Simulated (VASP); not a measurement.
# PtS2: lattice, stiffness and zone-centre modes, part 2 of 2

What lattice, stiffness and vibrations does PtS2 have at one level of theory? The starting structure is a measured crystal structure from the Crystallography Open Database. All runs use PBEsol + D3(BJ).

VASP 6.6.1.

So far. Step 2 (Relaxation): The relaxed cell holds 16.093 Å³ an atom, with a = 3.557 Å (+0.4 % against the database cell) and c = 4.405 Å (-12.6 % against the database cell). Pressures at 0.985 and 1.015 times this volume, from two more relaxations that aren't shown, give a bulk modulus of 75.7 GPa. Step 4 (Modes of the relaxed cell): The zone-centre modes at 16.093 Å³ an atom are A1g 347.3, A2u 327.0, Eu 319.8, Eg 301.6 cm⁻¹.

## (5) Modes at 0.97 of that volume

Level of this step: PBEsol with D3(BJ); plane waves and PAW (Pt, S) (VASP).

Shape and positions were first relaxed at this volume, in a run that isn't shown.

INCAR

```
SYSTEM = PtS2
PREC = Accurate
ENCUT = 500
EDIFF = 1E-08
NELM = 100
ISMEAR = 0
SIGMA = 0.03
LREAL = .FALSE.
ALGO = Normal
GGA = PS
IVDW = 12
NBANDS = 17
LASPH = .TRUE.
LORBIT = 11
LWAVE = .FALSE.
LCHARG = .FALSE.
KPAR = 4
IBRION = 6
LEPSILON = .TRUE.
LPEAD = .TRUE.
ISIF = 2
NFREE = 2
POTIM = 0.015
NSW = 1
```

POSCAR

```
PtS2
1.0
    3.5442239698      0.0000000000      0.0000000000
   -1.7721119850      3.0693879946      0.0000000000
    0.0000000000      0.0000000000      4.3048034780
Pt S
1 2
Direct
    0.0000000000      0.0000000000      0.0000000000
    0.6666666667      0.3333333333      0.7249698846
    0.3333333333      0.6666666667      0.2750301154
```

KPOINTS

```
Automatic mesh
0
Gamma
14 14 10
0 0 0
```

Potentials, in the order of the species: Pt and S (PBE family, release 64).

The run is started by

```sh
$ mpirun -np 4 vasp_std
```

The log of the run:

```text
[... set-up lines as in an earlier step ...]
 entering main loop
       N       E                     dE             d eps       ncg     rms          rms(c)
DAV:   1     0.106170990649E+03    0.10617E+03   -0.10452E+04  7216   0.114E+03
DAV:   2    -0.135114078362E+02   -0.11968E+03   -0.11611E+03  8801   0.229E+02
DAV:   3    -0.180995684687E+02   -0.45882E+01   -0.45599E+01  8786   0.459E+01
DAV:   4    -0.181406898049E+02   -0.41121E-01   -0.41101E-01  9436   0.487E+00
[...]
DAV:  14    -0.169041697428E+02   -0.40441E-07   -0.10689E-07  8529   0.201E-03    0.333E-03
DAV:  15    -0.169041696993E+02    0.43469E-07   -0.24080E-08  6537   0.109E-03    0.271E-04
DAV:  16    -0.169041696947E+02    0.46577E-08   -0.50380E-09  3990   0.453E-04
 Linear response reoptimize wavefunctions to high precision
DAV:   1    -0.169041696865E+02    0.12782E+01   -0.49286E-10  4471   0.173E-04
DAV:   2    -0.169041696865E+02   -0.16826E-10   -0.72001E-11  3860   0.626E-05
 Linear response to external field, progress :
  Direction:   1
[...]
Direction:   2
       N       E                     dE             d eps       ncg     rms          rms(c)
 change of polarisation eV/A/(eV/A) component  2 :     0.000     0.000     0.000
 dielectric tensor                  component  2 :     0.000     1.000     0.000
 Linear response to external field, progress :
  Direction:   3
       N       E                     dE             d eps       ncg     rms          rms(c)
 change of polarisation eV/A/(eV/A) component  3 :     0.000     0.000     0.000
 dielectric tensor                  component  3 :     0.000     0.000     1.000
 Born effective charges drift removed
   1 F= -.18182369E+02 E0= -.18182328E+02  d E =-.825576E-04
[... from here on, the cycles between the ionic steps are left out ...]
   2 F= -.18180213E+02 E0= -.18180172E+02  d E =-.825106E-04
   3 F= -.18180213E+02 E0= -.18180172E+02  d E =-.825107E-04
   4 F= -.18180182E+02 E0= -.18180141E+02  d E =-.825585E-04
   5 F= -.18180182E+02 E0= -.18180141E+02  d E =-.825585E-04
   6 F= -.18181209E+02 E0= -.18181170E+02  d E =-.785439E-04
   7 F= -.18181209E+02 E0= -.18181170E+02  d E =-.785435E-04
   8 F= -.18180291E+02 E0= -.18180249E+02  d E =-.826618E-04
   9 F= -.18181592E+02 E0= -.18181550E+02  d E =-.827308E-04
 Finite differences progress:
  Degree of freedom:   4/  4
  Displacement:        2/  2
  Total:               8/  8
```

Wall time 6.3 min (4 MPI ranks of Intel Xeon Platinum 8488C (Sapphire Rapids), shared host); peak memory 5.1 GiB; 19 min of CPU time.

From OUTCAR (step 5):

```text
 Edisp (eV)   -1.27823

 Edisp (eV)   -1.27817

  Total       0.59463     0.59463     0.56908    -0.00000     0.00000     0.00000
  in kB      20.34372    20.34372    19.46960    -0.00000     0.00000     0.00000
  external pressure =       20.05 kB  Pullay stress =        0.00 kB

 POSITION                                       TOTAL-FORCE (eV/Angst)
 -----------------------------------------------------------------------------------
      0.00000      0.00000      0.00000        -0.000000     -0.000000     -0.144123
      1.77211      1.02313      3.10585        -0.000000      0.000000      0.145560
     -0.00000      2.04626      1.18395         0.000000      0.000000     -0.001436
 -----------------------------------------------------------------------------------
    total drift:                                0.000000     -0.000000      0.000012

 MACROSCOPIC STATIC DIELECTRIC TENSOR IONIC CONTRIBUTION
 ------------------------------------------------------
           0.002582    -0.000000     0.000000
          -0.000000     0.002582     0.000000
           0.000000     0.000000     0.002545
 ------------------------------------------------------

[... 2 parts as in an earlier step ...]

[... 1 further part left out ...]
```

The dielectric tensor of 1.00 in OUTCAR stands for a response that wasn't computed and is no result.

The zone-centre modes at 15.610 Å³ an atom are A1g 364.5, A2u 331.0, Eu 328.6, Eg 306.1 cm⁻¹.

## (6) Modes at 1.03 of that volume

Shape and positions were first relaxed at this volume, in a run that isn't shown.

INCAR is that of step 5.

POSCAR

```
PtS2
1.0
    3.5658437309      0.0000000000      0.0000000000
   -1.7829218655      3.0881112570      0.0000000000
    0.0000000000      0.0000000000      4.5158189696
Pt S
1 2
Direct
    0.0000000000      0.0000000000      0.0000000000
    0.6666666667      0.3333333333      0.7363701998
    0.3333333333      0.6666666667      0.2636298002
```

KPOINTS is that of step 5.

The run is started by

```sh
$ mpirun -np 4 vasp_std
```

The log of the run:

```text
[... set-up lines as in an earlier step ...]
 entering main loop
       N       E                     dE             d eps       ncg     rms          rms(c)
DAV:   1     0.106494417887E+03    0.10649E+03   -0.10390E+04  7272   0.113E+03
DAV:   2    -0.135102588028E+02   -0.12000E+03   -0.11655E+03  8837   0.228E+02
DAV:   3    -0.182276929478E+02   -0.47174E+01   -0.46875E+01  8966   0.463E+01
DAV:   4    -0.182711043342E+02   -0.43411E-01   -0.43393E-01  9364   0.494E+00
[...]
DAV:  14    -0.169803033943E+02   -0.29549E-07   -0.42632E-08  9073   0.148E-03    0.117E-03
DAV:  15    -0.169803033817E+02    0.12622E-07   -0.85504E-09  5855   0.631E-04    0.310E-04
DAV:  16    -0.169803033805E+02    0.12003E-08   -0.17631E-09  3935   0.361E-04
 Linear response reoptimize wavefunctions to high precision
DAV:   1    -0.169803033786E+02    0.12015E+01   -0.16136E-10  4212   0.100E-04
DAV:   2    -0.169803033786E+02   -0.59117E-11   -0.21238E-11  3852   0.353E-05
 Linear response to external field, progress :
  Direction:   1
[...]
Direction:   2
       N       E                     dE             d eps       ncg     rms          rms(c)
 change of polarisation eV/A/(eV/A) component  2 :     0.000     0.000     0.000
 dielectric tensor                  component  2 :     0.000     1.000     0.000
 Linear response to external field, progress :
  Direction:   3
       N       E                     dE             d eps       ncg     rms          rms(c)
 change of polarisation eV/A/(eV/A) component  3 :     0.000     0.000     0.000
 dielectric tensor                  component  3 :     0.000     0.000     1.000
 Born effective charges drift removed
   1 F= -.18181769E+02 E0= -.18181738E+02  d E =-.614038E-04
[... from here on, the cycles between the ionic steps are left out ...]
   2 F= -.18179815E+02 E0= -.18179784E+02  d E =-.624283E-04
   3 F= -.18179815E+02 E0= -.18179784E+02  d E =-.624278E-04
   4 F= -.18179664E+02 E0= -.18179634E+02  d E =-.611056E-04
   5 F= -.18179664E+02 E0= -.18179634E+02  d E =-.611048E-04
   6 F= -.18180684E+02 E0= -.18180653E+02  d E =-.617814E-04
   7 F= -.18180684E+02 E0= -.18180653E+02  d E =-.617965E-04
   8 F= -.18180231E+02 E0= -.18180190E+02  d E =-.806331E-04
   9 F= -.18180741E+02 E0= -.18180710E+02  d E =-.628456E-04
 Finite differences progress:
  Degree of freedom:   4/  4
  Displacement:        2/  2
  Total:               8/  8
```

Elapsed: 7.4 min, on 4 MPI ranks; peak memory 5.3 GiB.

From OUTCAR (step 6):

```text
 Edisp (eV)   -1.20145

 Edisp (eV)   -1.20148

  Total      -0.75186    -0.75186    -0.79346     0.00000     0.00000     0.00000
  in kB     -24.22468   -24.22468   -25.56494     0.00000     0.00000     0.00000
  external pressure =      -24.67 kB  Pullay stress =        0.00 kB

 POSITION                                       TOTAL-FORCE (eV/Angst)
 -----------------------------------------------------------------------------------
      0.00000      0.00000      0.00000        -0.000000      0.000000     -0.138532
      1.78292      1.02937      3.31031        -0.000000     -0.000000      0.152581
     -0.00000      2.05874      1.19050         0.000000      0.000000     -0.014049
 -----------------------------------------------------------------------------------
    total drift:                                0.000000      0.000000     -0.000018

 MACROSCOPIC STATIC DIELECTRIC TENSOR IONIC CONTRIBUTION
 ------------------------------------------------------
           0.002650    -0.000000    -0.000000
          -0.000000     0.002650     0.000000
          -0.000000     0.000000     0.002461
 ------------------------------------------------------

[... 2 parts as in an earlier step ...]

[... 1 further part left out ...]
```

The dielectric tensor of 1.00 in OUTCAR stands for a response that wasn't computed and is no result.

The zone-centre modes at 16.576 Å³ an atom are A1g 337.7, A2u 324.6, Eu 312.8, Eg 299.8 cm⁻¹.

## (7) Comparison

```csv
run,ended,volume (Å³/atom),A1g,A2u,Eu,Eg,core minutes
relaxation,converged,16.093,-,-,-,-,0.453
elastic constants,"finished, not usable",16.093,-,-,-,-,25.8
modes of the relaxed cell,converged,16.093,347.3,327.0,319.8,301.6,20.5
modes at 0.97 of that volume,converged,15.61,364.5,331.0,328.6,306.1,25.3
modes at 1.03 of that volume,converged,16.576,337.7,324.6,312.8,299.8,29.5
```

Modes are in cm⁻¹, degenerate ones as one, matched by symmetry and order. A number in brackets counts the listed modes of one symmetry from the lowest. The symmetry labels come from an automatic analysis and can be wrong where levels nearly coincide. Core minutes are wall time times ranks of the run shown, on a shared host.

## (8) Summary of results

| Item | Value |
| --- | --- |
| relaxed volume | 16.09 Å³/atom |
| bulk modulus from two volumes | 75.7 GPa |
| mode A1g | 347.3 cm⁻¹ |
| mode A2u | 327.0 cm⁻¹ |
| mode Eu | 319.8 cm⁻¹ |
| mode Eg | 301.6 cm⁻¹ |
| Grüneisen parameter of A1g | 1.27 |
| Grüneisen parameter of A2u | 0.32 |
| Grüneisen parameter of Eu | 0.82 |
| Grüneisen parameter of Eg | 0.35 |

At the PBEsol + D3(BJ) level PtS2 relaxes to 16.09 Å³ an atom. That cell lies far from the given one, so what follows describes another geometry. The mode Grüneisen parameters, from the cells at 0.97 and 1.03 of the volume, run from 0.32 (A2u) to 1.27 (A1g). The elastic run, on a 9×9×6 mesh, has modes that differ by up to 5 cm⁻¹, so soft modes aren't converged and no firm result. The bulk modulus rests on a mesh that is no denser than that of the elastic run set aside. The dielectric constants and Born charges in the logs aren't compared here; at a small gap they can be far off, and in a run without a gap they mean nothing. The frequencies are harmonic; if the crystal really has a gap, the splitting of its polar modes by their long-range field is missing too. All values are for a static lattice. No result to use came from elastic constants. Further runs on this material are not shown.

[Lines on the potential files, build, host, timing and source positions are cut from VASP's logs without a mark.]

[Logs are printed without paths, hosts, clocks, repeated set-up lines and the standing remarks that a program may print on its own settings, such as how far it seeks lower states.]

[Hosts, paths, dates, database ids (printed as entryN), source tags and the programs' standing remarks are cut or masked in the printed files.]
